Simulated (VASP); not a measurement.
Given:

```xyz
4
Lattice="2.9246 0.0000 0.0000 -1.4623 2.5328 0.0000 0.0000 0.0000 5.1086" Properties=species:S:1:pos:R:3 pbc="T T T"
Mg     0.0000     0.0000     0.0000
Mg     0.0000     0.0000     2.5543
O      0.0000     1.6885     1.2772
O      1.4623     0.8443     3.8315
```

Calculation: PBEsol GGA, VASP's PBE PAW potentials (set 64) (plane waves; VASP). Settings: 520 eV cut-off, Gaussian smearing of 0.050 eV, potentials Mg O.

**Question.** Predict the band gap (along the path) with the smallest direct gap where there is one.

**Answer.** 
The band gap (along the path) is 4.30 eV. The smallest direct gap (along the path) is 4.30 eV.

Total energies compare only between runs with the same potentials, cut-off and functional.

The structure was generated: MgO was put into the NiAs type type (P6_3/mmc), which need not be its known phase. It was relaxed first, which changed the volume by -12 %.
